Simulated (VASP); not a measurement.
Input for VASP

**INCAR**
```
# general
SYSTEM = CaF2
PREC   = Accurate
ENCUT  = 520
LREAL  = .FALSE.
LASPH  = .TRUE.

# electronic loop
EDIFF  = 1E-7
NELM   = 100
ALGO   = Normal

# smearing
ISMEAR = 0
SIGMA  = 0.05

# functional
GGA    = PE
IVDW   = 13

# ions
ISIF   = 2

# output
LWAVE  = .FALSE.
LCHARG = .FALSE.
```

### KPOINTS
```
Regular mesh
0
Gamma
 7 7 7
0 0 0
```

**POSCAR**
```
CaF2
1
    0.0000000000     2.7161800347     2.7161800347
    2.7161800347     0.0000000000     2.7161800347
    2.7161800347     2.7161800347     0.0000000000
Ca F
1 2
Direct
  0.0000000000   0.0000000000   0.0000000000
  0.2500000000   0.2500000000   0.2500000000
  0.7500000000   0.7500000000   0.7500000000
```

POTCAR, in this order: Ca_sv F (PBE.64 set). Program: vasp_std.

Write an equivalent input for Ansatz.

One equivalent input (not run):
Ansatz 0.2 input:
```yaml
crystal:
  lattice:
    - [0.0000000, 2.7161800, 2.7161800]
    - [2.7161800, 0.0000000, 2.7161800]
    - [2.7161800, 2.7161800, 0.0000000]
  atoms:
    - { symbol: Ca, position: [0.0000000, 0.0000000, 0.0000000] }
    - { symbol: F, position: [0.2500000, 0.2500000, 0.2500000] }
    - { symbol: F, position: [0.7500000, 0.7500000, 0.7500000] }
kpoints:
  mp_grid: { grid: [7, 7, 7] }
hamiltonian:
  xc: pbe
  dispersion: d4
  pseudopotentials: { kind: paw }
scf:
  occupations: { method: gaussian, width: 0.05 }
  max_iter: 100
output: { forces: true, stress: true, eigenvalues: true }
```
What does not carry over: each code has its own PAW files, so the cut-off isn't converted (ENCUT is set for VASP's; basis.ecutwfc is left out, and Ansatz then takes the one that its files recommend); Ansatz stops its SCF on the density residual and VASP on the energy change (EDIFF).

The compound is CaF2 in the fluorite structure. This cell is one point of a volume scan, at 0.97 of the reference volume.
